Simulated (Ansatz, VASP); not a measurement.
# Si2W: VASP beside Ansatz, part 2 of 2

One calculation is typed for both programs; each brings its own data sets. How far apart do they land? The cell is taken from a series of runs on this material, whose earlier steps may have relaxed, scaled, displaced or heated it; both programs get it as it stands.

VASP 6.6.1 and Ansatz 0.2.0.

So far: The structure; VASP: zone-centre phonons, PBEsol.

## Step 3: Ansatz: zone-centre phonons, PBEsol

Level of this step: Ansatz beside VASP: Kohn-Sham DFT, plane waves, PBEsol (Ansatz).

Ansatz runs on its PAW soft_1 files.

The same cell, functional, mesh and smearing now go to Ansatz, which takes its cutoff from its data sets.

The input, input.yaml:

```yaml
crystal:
  lattice:
    - [-1.593141209, 1.593141209, 4.025197086]
    - [1.593141209, -1.593141209, 4.025197086]
    - [1.593141209, 1.593141209, -4.025197086]
  atoms:
    - { symbol: Si, position: [0.3351262128, 0.3351262128, 0.0] }
    - { symbol: Si, position: [0.6648737872, 0.6648737872, 0.0] }
    - { symbol: W, position: [0.0, 0.0, 0.0] }
kpoints:
  mp_grid: { grid: [20, 20, 20] }
hamiltonian:
  xc: pbesol
  pseudopotentials: { kind: paw, azcp: { folder: soft_1 }, xc_functional: pbe }
scf:
  occupations: { method: methfessel_paxton, width: 0.2 }
output:
  eigenvalues: true
phonons:
  method: dfpt
```

The run is started by

```
$ ansatz run input.yaml --threads 4 --pin off --max-ram 10240MiB --backend cpu --events-out ev --progress --plain --runs-dir out
```

Numbers of over 12 decimals in the logs are rounded to 6 here.

Output:

```text
zone centre: on kpoints.mp_grid the ground state, and the responses unless they are solved on pairs of k-points, stand on 1166 of the mesh's 8000 k-points, reduced under 4 symmetry operations, with k and −k counted as one. Each operation leaves every solved displacement unchanged or reverses it
Engine: ansatz 0.2.0, aarch64-unknown-linux-gnu
Pseudopotentials: kind: paw
Pseudopotential: Si, paw, valence charge 4, recommended cutoff 420 eV (normal), soft_1/Si.paw.azcp
Pseudopotential: W, paw, valence charge 14, recommended cutoff 420 eV (normal), soft_1/W.paw.azcp
Functional definition: PBEsol
  exchange = pbesol_x
  correlation = pbesol_c
Crystal: 3 atoms, lattice volume = 40.865 Å³
Basis set: ecut = 420 eV, 793 PW (Γ), exchange–correlation on 64×64×64 points (8 copies of the dense FFT grid, shifted against one another)
Bands: 15, of which v1, the nominal top of the filled ones, is band 11 counted from 1 (10 counted from 0)
Symmetry: 16 space group operations
k-points: 1166 of 8000 (irreducible under 4 space group operations, time reversal used)
Non-local potential: Si, projectors of the file, l = 0: 2, l = 1: 2, l = 2: 1
Non-local potential: W, projectors of the file, l = 0: 3, l = 1: 2, l = 2: 2, l = 3: 1
PAW form: soft (Blöchl's): semilocal exchange-correlation on the pseudo side does not see the compensation charge
PAW frozen core: Si, regenerated for the run's functional, and the local potential with it (the file was generated under x = pbe(κ = 0.804, μ = 0.219515), c = pbe(β = 0.066725))
PAW frozen core: W, regenerated for the run's functional, and the local potential with it (the file was generated under x = pbe(κ = 0.804, μ = 0.219515), c = pbe(β = 0.066725))
PAW one-centre angular grid: Si, 110 points (default); XC on 64 Gauss nodes
PAW one-centre angular grid: W, 590 points (default); XC on 64 Gauss nodes
Initial density: superposition of atomic densities (chi_scale 0.1, normalization cell, long waves kept (reshape's long-wave potential 0.00 eV rms))
Initial wavefunctions: pseudopotential atomic-orbital guess
Functional: x = pbesol(κ = 0.804, μ = 0.123457), c = pbesol(β = 0.046)
SCF iter   1: F=—  HF=-11502.189390 eV  |F-HF|=—  |Δ(HF+E_count)|=         —  Δρ=4.90e-2  dr2=1.00e0  ethr=3.10e-3  ⟨swp⟩=5.3  Hψ=101665  notcnv=0
preconditioner: auto → Kerker (q_TF=auto, 2.461 Å⁻¹)  [metal: Δε(μ)=0.004 eV  Ē_g=8.187 eV  σ=0.200 eV  W_gap=0.02  n_scr=10 (ndim 8)  ℏωp=21.7 eV  f_vac=0.000  D(μ)=0.46/eV (n_scr^D=0)]
SCF iter   2: F=—  HF=-11501.938452 eV  |F-HF|=—  |Δ(HF+E_count)|=   2.51e-1  S|Δr|=    0.00e0  Δρ=2.57e-2  dr2=2.13e-1  ethr=3.10e-3  ⟨swp⟩=2.3  Hψ=32864  notcnv=0
SCF iter   3: F=—  HF=-11501.863457 eV  |F-HF|=—  |Δ(HF+E_count)|=   7.50e-2  S|Δr|=    0.00e0  Δρ=6.96e-3  dr2=1.69e-2  ethr=9.66e-4  ⟨swp⟩=2.8  Hψ=31307  notcnv=0
SCF iter   4: F=—  HF=-11501.857188 eV  |F-HF|=—  |Δ(HF+E_count)|=   6.27e-3  S|Δr|=    0.00e0  Δρ=5.19e-4  dr2=5.48e-5  ethr=7.68e-5  ⟨swp⟩=2.4  Hψ=27176  notcnv=0
SCF iter   5: F=—  HF=-11501.857173 eV  |F-HF|=—  |Δ(HF+E_count)|=   1.55e-5  S|Δr|=    0.00e0  Δρ=6.17e-5  dr2=8.82e-7  ethr=2.49e-7  ⟨swp⟩=2.5  Hψ=29019  notcnv=0
SCF iter   6: F=—  HF=-11501.857172 eV  |F-HF|=—  |Δ(HF+E_count)|=   9.86e-7  S|Δr|=    0.00e0  Δρ=1.08e-5  dr2=3.95e-8  ethr=4.01e-9  ⟨swp⟩=2.1  Hψ=26887  notcnv=0  defer=1
SCF iter   7: F=—  HF=-11501.857172 eV  |F-HF|=—  |Δ(HF+E_count)|=   3.12e-9  S|Δr|=    0.00e0  Δρ=1.59e-6  dr2=1.64e-9  ethr=1.79e-10  ⟨swp⟩=2.4  Hψ=24276  notcnv=0  defer=1
SCF iter   8: F=—  HF=-11501.857172 eV  |F-HF|=—  |Δ(HF+E_count)|=  3.69e-10  S|Δr|=    0.00e0  Δρ=2.09e-7  dr2=1.84e-11  ethr=7.47e-12  ⟨swp⟩=2.1  Hψ=23720  notcnv=0  defer=1
SCF iter   9: F=-11501.857172 eV  HF=-11501.857172 eV  |F-HF|=7.28e-12  |Δ(HF+E_count)|=  1.27e-11  S|Δr|=    0.00e0  Δρ=2.79e-8  dr2=4.20e-13  ethr=1.00e-12  ⟨swp⟩=5.3  Hψ=73486  notcnv=0
the search or the solves at the SCF's close seem to have found levels that the self-consistency loop had missed (the run counts 3). By its estimate they hold under 1e-12 electrons; where the run keeps them, the occupations were computed again with them
SCF 1 converged in 9 iterations: F = -11501.857172 eV  dr2 = 4.20e-13
  greatest PAW one-centre occupation: 0.999 electrons in one spin orbital (limit 2), on the W atom at site 2 (counted from 0), in its partial waves of l = 0
DFPT response loops at Γ: preconditioner auto → Kerker (q_TF=auto, 2.461 Å⁻¹) (partly filled bands, converged f_vac=0.000); β = 1.00, the filter's whole step (`scf.mixing.beta` (0.50) is not read by the response loops under this deck's `scf.mixing.preconditioner`; to damp them name `kerker` or `kerker_dos`, under which they read `scf.mixing.beta`, and type it under 1.00, their step now; both keys bind the ground state too); Broyden in place of MSR1
SCF converged after 9 iterations
Stability not checked: this state was not tested for a lower state beside it, because cold or Methfessel-Paxton smearing, or corrected tetrahedra, fill the levels in a way that the test cannot read (fill_not_monotonic; see scf.lower_state_search)
Free energy (F): -11501.857172 eV
Harris-Foulkes:  -11501.857172 eV  (|F-HF|=7.28e-12)
Internal energy: -11501.858473 eV  (E = F + TS)
E sigma→0 (E₀):  -11501.857497 eV
Entropy (-TS):   0.001301 eV (0.434 meV/atom)
Fermi energy:    16.412427 eV
--- Per-component energies (eV) ---
  E_band       = -87.772260
  E_kinetic    = 511.689218
  E_local      = -901.688640  (includes V_loc(G=0)·N_el)
  E_nonlocal   = 20.992876
  E_hartree    = 390.458352
  E_xc         = -382.041735
  E_vxc        = -332.481747  (∫ρ·V_xc dr)
  E_paw        = -9446.483903  (= ΣΔE_a)
  E_vpaw       = -167.200868  (= ΣTr[D̂ρ^β])
  E_aug_tail   = 0.000217  (compensation charges beyond the density's cutoff)
  E_ewald      = -1695.069836
  E_core_change = 0.284979  (= ΣΔE_core)
  E_smearing   = 0.001301  (= −TS)
  E_closure    = 0.000000  (closes the sum)
  Σ components = -11501.857172   (vs F -11501.857172, Δ=0.00e0)
--- Band table (eV; the first three rows and the last of 1166) ---
  k-point 0: bands = [... 7 lower, 12.9965, 13.7361, 13.7361, 17.1734, 19.3105, 19.3639, 19.6638, 19.6638]
  k-point 1: bands = [... 7 lower, 13.0180, 13.5093, 13.9298, 16.7515, 19.1443, 19.6083, 19.7173, 19.7561]
  k-point 2: bands = [... 7 lower, 12.9533, 13.0844, 14.2802, 15.7919, 18.8831, 19.8601, 19.9526, 20.0941]
  k-point 1165: bands = [... 7 lower, 13.8855, 15.8018, 15.8018, 15.8332, 15.8332, 17.3127, 20.2118, 20.9082]
--- Phonons (Γ-DFPT): 4 representative perturbations + reference, on 1166 of 8000 k-points (Σ response iterations 12) ---
  k mesh reduced under 4 symmetry operations, with k and −k counted as one. Each operation leaves every solved displacement unchanged or reverses it
  ASR residual: 6.137e-6 → 0.000e0 eV/Å²; symmetrization residual: 1.728e-6 eV/Å²
  ASR residual per site (eV/Å²): 6.14e-6 6.14e-6 5.15e-6
  Γ frequencies (cm⁻¹): 0.00 0.00 0.00 259.46 259.46 272.57 333.68 333.68 405.49
  non-analytic LO–TO correction: not included (Born effective charges unavailable; polar crystals: no LO–TO splitting at Γ)
```

In the SCF lines HF is the Harris–Foulkes energy and dr2 the Hartree energy of the density residual, in eV; the loop may stop once dr2 is under the threshold and the program's other checks hold. Hψ counts applications of the Hamiltonian.

## Step 4: Comparison

Known differences besides the potentials themselves: the data sets hold 22 valence electrons in Ansatz (on its PAW soft_1 files) and 14 in VASP; the cutoff is 420 eV in Ansatz and 600 eV in VASP; Ansatz makes its cores anew for this functional, VASP keeps those of its PBE data sets. Total energies have different zeros and are not compared.

The two programs side by side:

```csv
quantity,Ansatz,VASP,difference
optical mode 1 to 2 (cm⁻¹),259.5,261.3,-0.71 %
optical mode 3 (cm⁻¹),272.6,274.0,-0.53 %
optical mode 4 to 5 (cm⁻¹),333.7,335.6,-0.58 %
optical mode 6 (cm⁻¹),405.5,408.2,-0.66 %
```

Modes are paired by rising frequency, not by their patterns, so a pair may set unlike modes beside each other; they are those without the splitting of longitudinal modes.

## Step 5: Results

| Property | Result |
| --- | --- |
| r.m.s. difference of the optical zone-centre modes, each program's sorted by frequency (zone-centre phonons, PBEsol) | 2.0 cm⁻¹ |
| difference in optical mode 1 to 2 (zone-centre phonons, PBEsol) | -0.7 % |

In words: The r.m.s. difference of the optical zone-centre modes, each program's sorted by frequency is 2.0 cm⁻¹ (zone-centre phonons, PBEsol). The data sets hold unlike numbers of valence electrons (22 in Ansatz and 14 in VASP), so part of the differences comes from the potentials. Among the rows given in per cent, the largest difference of the zone-centre phonons, PBEsol pair is in optical mode 1 to 2, -0.7 %. Such differences can come from data sets, numerical settings and the points named under the comparisons, not from the functional's error against experiment.

[Lines on the potential files, build, host, timing and source positions are cut from VASP's logs without a mark.]

[Logs are printed without paths, hosts, clocks, repeated set-up lines and the standing remarks that a program may print on its own settings, such as how far it seeks lower states.]

[Hosts, paths, dates, database ids (printed as entryN), source tags and the programs' standing remarks are cut or masked in the printed files.]
